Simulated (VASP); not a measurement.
Data:

```
CELL_PARAMETERS angstrom
      0.00000     2.44675     2.44675
      2.44675     0.00000     2.44675
      2.44675     2.44675     0.00000
ATOMIC_POSITIONS crystal
  N  0.00000 0.00000 0.00000
  Y  0.50000 0.50000 0.50000
```

These are PBEsol GGA, VASP's PBE PAW potentials (set 64) (plane waves; VASP) values and carry that method's errors. Settings: 520 eV cut-off, 8×8×8 Γ-centred mesh, Gaussian smearing of 0.050 eV, potentials N Y_sv.

Energy and stress use the plane-wave basis of the starting cell.

Q: The ions, cell shape and volume are relaxed. Predict the relaxed structure.

A: 
```
CELL_PARAMETERS angstrom
      0.00000     2.42786     2.42786
      2.42786     0.00000     2.42786
      2.42786     2.42786     0.00000
ATOMIC_POSITIONS crystal
  N  0.00000 0.00000 0.00000
  Y  0.50000 0.50000 0.50000
```
Space group Fm-3m (225), at a tolerance of 0.03 Å.

Q: How do energy and volume change from the first to the last step?

A: The energy (σ→0) changes by -4.1 meV/atom and the volume by -2.3 %, in 3 ionic steps.

```csv
step,E(σ→0) (eV),max force (eV/Å),pressure (GPa),volume (Å³)
1,-19.1207,0.000,-3.81,29.30
2,-19.1171,0.000,4.96,27.84
3,-19.1289,0.000,-0.05,28.62
```

The structure comes from a measured YN entry (Fm-3m) of the Crystallography Open Database, whose conditions weren't checked. This run relaxes it. Symmetry was kept, so distortions that lower it aren't found.
